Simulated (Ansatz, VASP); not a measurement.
## One calculation of Cs3SI, two programs

```
Cs S I
1.0
     6.68749    0.00000    0.00000
     0.00000    6.68749    0.00000
     0.00000    0.00000    6.68749
Cs S I
3 1 1
Direct
  0.50000 0.00000 0.00000
  0.00000 0.50000 0.00000
  0.00000 0.00000 0.50000
  0.00000 0.00000 0.00000
  0.50000 0.50000 0.50000
```

Alike in both runs: functional PBE; k mesh 4 × 4 × 4; occupations gaussian, width 0.02 eV; no spin polarisation.

Ansatz relaxed the structure, and its values are those at the end. VASP's run is a single point on that final structure, the one shown.

|  | VASP | Ansatz |
| --- | --- | --- |
| version | VASP 6.6.1 | Ansatz 0.2.0 |
| potentials or method | VASP PAW PBE potentials, release 64 (Cs_sv, S, I) | scalar-relativistic, plane waves, PAW |
| plane-wave cutoff (eV) | 520 | 420 |
| valence electrons in the cell | 40 | 50 |

```csv
,VASP,Ansatz,Ansatz less VASP
gap on the k mesh at the Fermi level (eV),1.06,1.09,+0.033
least direct gap on the mesh (eV),1.06,1.09,+0.033
pressure (GPa),0.0,0.0,-0.05
```

The two sets of potentials don't hold the same shells in valence.

Caveats: spin-orbit coupling is left out, which moves the levels of the heavy elements. A k mesh can miss the band edges.
